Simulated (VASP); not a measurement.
Here is the system:

```
CELL_PARAMETERS angstrom
      0.00000     2.91672     2.91672
      2.91672     0.00000     2.91672
      2.91672     2.91672     0.00000
ATOMIC_POSITIONS crystal
  Eu 0.00000 0.00000 0.00000
  S  0.50000 0.50000 0.50000
```

Method: RPBE GGA, VASP's PBE PAW potentials (set 64) (plane waves; VASP). Numerical set-up: 520 eV cut-off, 8×8×8 Γ-centred mesh, Gaussian smearing of 0.050 eV, potentials Eu_2 S.

The 4f electrons are frozen in the core of the lanthanide potential, so 4f levels, which can set the real gap, and their magnetism are missing.

**Question.** The job: EuS (rock salt), 2 atoms, RPBE, static run, 520 eV, 8×8×8 Γ-centred mesh. Roughly how much core time does it take on a busy server core?

**Answer.** About 10 core-seconds (one run on a shared machine, a rough figure). It had 29 irreducible k-points, 11 bands, up to 1363 plane waves and 14 electronic steps.

The compound is EuS in the rock salt structure. This cell is one point of a volume scan, at 0.94 of the reference volume.
